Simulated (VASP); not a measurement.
Set up this calculation in VASP 6.6.1, as the native input.

```yaml
Task: single point
Functional: PBEsol
Potentials_or_basis: VASP PAW PBE potentials, release 64 (Sn_d, Te, Sr_sv)
Cutoff: 520 eV
k_mesh: 4 × 4 × 4
Occupations: gaussian, width 0.05 eV
Spin: no spin polarisation
Dipole_correction: no
Further_INCAR_settings: ALGO = Normal; EDIFF = 1e-06; NBANDS = 33
```

The structure of Sr3SnTe lies in POSCAR:

```
Sr3SnTe
1.0
    6.7800000000      0.0000000000      0.0000000000
    0.0000000000      6.7800000000      0.0000000000
    0.0000000000      0.0000000000      6.7800000000
Sn Te Sr
1 1 3
Direct
    0.0000000000      0.0000000000      0.0000000000
    0.5000000000      0.5000000000      0.5000000000
    0.5000000000      0.5000000000      0.0000000000
    0.5000000000      0.0000000000      0.5000000000
    0.0000000000      0.5000000000      0.5000000000
```

The cell comes from a database or a generator and needn't be the stable form of this composition.

One way to write it, as run:

INCAR

```
SYSTEM = Sr3SnTe
  PREC = Accurate
  ENCUT = 520
  EDIFF = 1E-6
  ISMEAR = 0
  SIGMA = 0.05
  LREAL = .FALSE.
  LASPH = .TRUE.
  NELM = 100
  ALGO = Normal
  ISIF = 2
  LWAVE = .FALSE.
  LCHARG = .FALSE.
  GGA = PS
  NBANDS = 33
```

KPOINTS

```
Automatic mesh
0
G
  4 4 4
  0 0 0
```

Potentials or basis: VASP PAW PBE potentials, release 64 (Sn_d, Te, Sr_sv).

Launch:

```console
$ cat potpaw_PBE.64/Sn_d/POTCAR potpaw_PBE.64/Te/POTCAR potpaw_PBE.64/Sr_sv/POTCAR > POTCAR
$ mpirun -np 1 vasp_std > vasp.out
```

It gave:

```json
{"Pressure": "-4.2 GPa", "Band gap on the k mesh": "none (metal or under the smearing width)"}
```

Caveat: the PAW data sets were made with another functional, which shifts forces and pressure a little.

It took 58 s on 1 thread of Intel(R) Xeon(R) 6975P-C (Granite Rapids), with other jobs on the host, peak memory 0.4 GiB.
